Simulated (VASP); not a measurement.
Data:

```
CELL_PARAMETERS angstrom
      0.00000     2.75342     2.75342
      2.75342     0.00000     2.75342
      2.75342     2.75342     0.00000
ATOMIC_POSITIONS crystal
  Si 0.25000 0.25000 0.25000
  Si 0.75000 0.75000 0.75000
  Ni 0.00000 0.00000 0.00000
```

The numbers are results of PBE GGA, VASP's PBE PAW potentials (set 64) (plane waves; VASP), not measurements. Run with 300 eV cut-off, 14×14×14 Γ-centred mesh, Gaussian smearing of 0.10 eV, potentials Si Ni.

At this cut-off the stress carries a Pulay error, which pulls relaxed volumes low.

Give the stress tensor in GPa (positive for a compressed cell).

```
-4.81   0.00   0.00
 0.00  -4.81   0.00
 0.00   0.00  -4.81
```
The pressure is its mean diagonal, -4.81 GPa.

The structure is a typed NiSi2 crystal. The cell was not relaxed at this level. The run is not spin-polarised, so no magnetic state was tried.
